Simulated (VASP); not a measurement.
MgO:

```
Mg O
1.0
     0.00000    2.12450    2.12450
     2.12450    0.00000    2.12450
     2.12450    2.12450    0.00000
Mg O
1 1
Cartesian
  0.0000 0.0000 0.0000
  2.1245 2.1245 2.1245
```

```yaml
Program: VASP 6.6.1
Task: relaxation of cell and atoms
Functional: PBE
Dispersion: D3(BJ)
Potentials_or_basis: VASP PAW PBE potentials, release 64 (Mg, O)
Cutoff: 600 eV
k_mesh: 10 × 10 × 10
Occupations: gaussian, width 0.02 eV
Spin: no spin polarisation
```

At the start: pressure -5.4 GPa; volume 9.59 Å³/atom.

Problem. How do energy, volume and symmetry change on relaxing?

Solution. Over 3 steps the energy falls by 5.8 meV/atom and the volume is 9.25 Å³/atom (-3.5 %); space group Fm-3m (No. 225, to 0.05 Å).

The path:
| step | energy change (eV) | largest force (eV/Å) | pressure (GPa) | volume (Å³) |
| --- | --- | --- | --- | --- |
| 1 | 0.0000 | 0.0000 | -5.40 | 19.18 |
| 2 | -0.0103 | 0.0000 | 1.92 | 18.30 |
| 3 | -0.0116 | 0.0000 | 0.00 | 18.51 |

Final structure:
```
Mg O
1.0
     0.00000    2.09946    2.09946
     2.09946    0.00000    2.09946
     2.09946    2.09946    0.00000
Mg O
1 1
Direct
  0.00000 0.00000 0.00000
  0.50000 0.50000 0.50000
```
